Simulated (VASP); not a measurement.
Given:

```
AlTi
1.0
    2.83000     0.00000     0.00000
    0.00000     2.83000     0.00000
    0.00000     0.00000     4.07000
Ti Al
1 1
Direct
  0.00000   0.00000   0.00000
  0.50000   0.50000   0.50000
```

Level of theory: AM05 GGA, VASP's PBE PAW potentials (set 64) (plane waves; VASP 6.6.1). Run with 520 eV cut-off, 12×12×8 Γ-centred mesh, first-order Methfessel-Paxton smearing of 0.10 eV, potentials Ti_sv Al.

Energy and stress use the plane-wave basis of the starting cell.

### Question
The ions, cell shape and volume are relaxed. What does this cell relax into?

### Answer

```
AlTi
1.0
    2.79947     0.00000     0.00000
    0.00000     2.79947     0.00000
    0.00000     0.00000     4.02583
Ti Al
1 1
Direct
  0.00000   0.00000   0.00000
  0.50000   0.50000   0.50000
```
Space group P4/mmm (123), at a tolerance of 0.03 Å.

### Question
How do energy and volume change from the first to the last step?

### Answer
The energy (σ→0) changes by -6.2 meV/atom and the volume by -3.2 %, in 3 ionic steps.

The compound is TiAl in the L1_0 structure. This run relaxes it. Symmetry was kept, so distortions that lower it aren't found. The electron count is odd and the run is not spin-polarised, which forces a metal.
